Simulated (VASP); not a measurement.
VASP runs on TaN (atoms displaced from the space group 187 structure) share one base input (PBEsol GGA, plane waves, VASP's PBE PAW potentials (set 64)) and change the settings named in each case.

### POSCAR
```
TaN
1.0
  2.9380000000   0.0000000000   0.0000000000
 -1.4690000000   2.5443830000   0.0000000000
  0.0000000000   0.0000000000   2.8830000000
N Ta
1 1
Direct
 -0.0093550000  -0.0488210000  -0.0148650000
  0.3426880000   0.7154880000   0.5148650000
```

**INCAR**
```
ALGO  =  Normal
EDIFF  =  1E-6
ENCUT  =  400
GGA  =  PS
ISIF  =  2
ISMEAR  =  0
LASPH  =  T
LCHARG  =  F
LMAXMIX  =  6
LREAL  =  F
LWAVE  =  F
NELM  =  100
PREC  =  Accurate
SIGMA  =  0.05
SYSTEM  =  TaN
```

**KPOINTS**
```
Automatic mesh
0
Gamma
 10 10 9
0 0 0
```

POTCAR, in this order: N Ta_pv (PBE.64 set). Program: vasp_std.

| change | E(σ→0) (eV/atom) | pressure (GPa) | largest force (eV/Å) | −TS (eV) |
|---|---|---|---|---|
| base run | -11.6629 | 2.85 | 3.423 | -0.0002 |
| GGA removed, POTCAR N Ta_pv (LDA.64 set) | -12.1166 | … | … | -0.0003 |
| GGA_COMPAT = .FALSE., LNONCOLLINEAR = .TRUE., LSORBIT = .TRUE., MAGMOM = 0.0 0.0 0.0 0.0 0.0 0.0, program vasp_ncl | -11.9992 | … | … | -0.0003 |
| KPOINTS 6×6×5 Γ-centred mesh | -11.6658 | 2.67 | 3.427 | 0.0000 |
| LDAU = .TRUE., LDAUJ = 0 0, LDAUL = -1 2, LDAUTYPE = 2, LDAUU = 0 5.0 | -9.3916 | 19.60 | 3.726 | -0.0002 |

Some entries are withheld; supply them.

- GGA removed, POTCAR N Ta_pv (LDA.64 set), pressure (GPa): -2.94
- GGA removed, POTCAR N Ta_pv (LDA.64 set), largest force (eV/Å): 3.336
- GGA_COMPAT = .FALSE., LNONCOLLINEAR = .TRUE., LSORBIT = .TRUE., MAGMOM = 0.0 0.0 0.0 0.0 0.0 0.0, program vasp_ncl, pressure (GPa): 3.14
- GGA_COMPAT = .FALSE., LNONCOLLINEAR = .TRUE., LSORBIT = .TRUE., MAGMOM = 0.0 0.0 0.0 0.0 0.0 0.0, program vasp_ncl, largest force (eV/Å): 3.394

Energies of different potentials or functionals have different zeros.  Unless said otherwise, spin-orbit coupling is left out, though it shifts the bands of the heavy elements here. At 400 eV the pressure can carry a Pulay error.

Left out are runs that ran out of time, are held back, or changed the cell or the kind of run, fixed moments of cells without a moment, rows past the twelfth, gaps on odd meshes, pressures of charged cells and columns that move by less than the noise.

The structure comes from a measured TaN entry of the Crystallography Open Database, whose conditions weren't checked. The cell was not relaxed at this level, its atoms were moved at random.
